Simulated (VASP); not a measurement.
```
CELL_PARAMETERS angstrom
      0.00000     3.02940     3.02940
      3.02940     0.00000     3.02940
      3.02940     3.02940     0.00000
ATOMIC_POSITIONS crystal
  Pb 0.00000 0.00000 0.00000
  S  0.50000 0.50000 0.50000
```

Method: PBE GGA, VASP's PBE PAW potentials (set 64) (plane waves; VASP). Numerical set-up: 400 eV cut-off, 11×11×11 Γ-centred mesh, Gaussian smearing of 0.050 eV, potentials Pb_d S.

Question: Give the stress tensor in GPa (positive for a compressed cell).

Answer: 
```
-1.30   0.00   0.00
 0.00  -1.30   0.00
 0.00   0.00  -1.30
```
The pressure is its mean diagonal, -1.30 GPa.

The compound is PbS in the rock salt structure. The cell was not relaxed at this level. The run is one of a series of settings (KPOINTS 11×11×11 Γ-centred mesh against the base run), some of them coarse on purpose.
